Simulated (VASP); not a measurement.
Here is the system:

```yaml
crystal:
  lattice:
    - [2.69345, 0.00000, 0.00000]
    - [0.00000, 2.69345, 0.00000]
    - [0.00000, 0.00000, 3.71985]
  atoms:
    - { symbol: Fe, position: [0.00000, 0.00000, 0.00000], spin: 3.1 }
    - { symbol: Pt, position: [0.50000, 0.50000, 0.50000], spin: 0.3 }
```

Level of theory: MS2 meta-GGA, VASP's PBE PAW potentials (set 64) (plane waves; VASP). Numerical set-up: 520 eV cut-off, 15×15×11 Γ-centred mesh, tetrahedra with Blöchl corrections, potentials Fe Pt.

Unless said otherwise, spin-orbit coupling is left out, though it shifts the bands of the heavy elements here.

Question: Predict the cell moment, energy per atom (σ→0), band gap (over mesh and band path) with the smallest direct gap where there is one.

Answer: 
The band gap (over mesh and band path) is none (metal, semimetal or under 0.01 eV) and the cell moment is 3.35 μB. The energy per atom (σ→0) is -0.043 eV/atom.

Question: Give the moment on each site (PAW-sphere projection).

Answer: 
```
site  moment (μB)
----  -----------
Fe1          3.06
Pt2          0.28
```

Total energies compare only between runs with the same potentials, cut-off and functional.

The compound is FePt in the L1_0 structure. It was relaxed first.
